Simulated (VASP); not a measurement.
The system is InAs.

```
CELL_PARAMETERS angstrom
0.00000 3.01800 3.01800
3.01800 0.00000 3.01800
3.01800 3.01800 0.00000
ATOMIC_POSITIONS crystal
In 0.00000 0.00000 0.00000
As 0.25000 0.25000 0.25000
```

```yaml
Program: VASP 6.6.1
Task: relaxation of cell and atoms
Functional: PBEsol
Potentials_or_basis: VASP PAW PBE potentials, release 64 (In_d, As)
Cutoff: 600 eV
k_mesh: 10 × 10 × 10
Occupations: gaussian, width 0.03 eV
Spin: no spin polarisation
```

At the start: pressure 1.6 GPa; volume 27.49 Å³/atom.

Problem. How do energy, volume and symmetry change on relaxing?

Solution. Over 3 steps the energy falls by 3.7 meV/atom and the volume is 28.25 Å³/atom (+2.8 %); space group F-43m (No. 216, to 0.05 Å).

The path:
```tsv
step	energy change (eV)	largest force (eV/Å)	pressure (GPa)	volume (Å³)
1	0.0000	0.0000	1.62	54.98
2	-0.0059	0.0000	-0.70	57.21
3	-0.0075	0.0000	0.01	56.49
```

Final structure:
```
In As
1.0
     0.00000    3.04545    3.04545
     3.04545    0.00000    3.04545
     3.04545    3.04545    0.00000
In As
1 1
Direct
  0.00000 0.00000 0.00000
  0.25000 0.25000 0.25000
```

Caveat: the PAW data sets were made with another functional, which shifts forces and pressure a little.
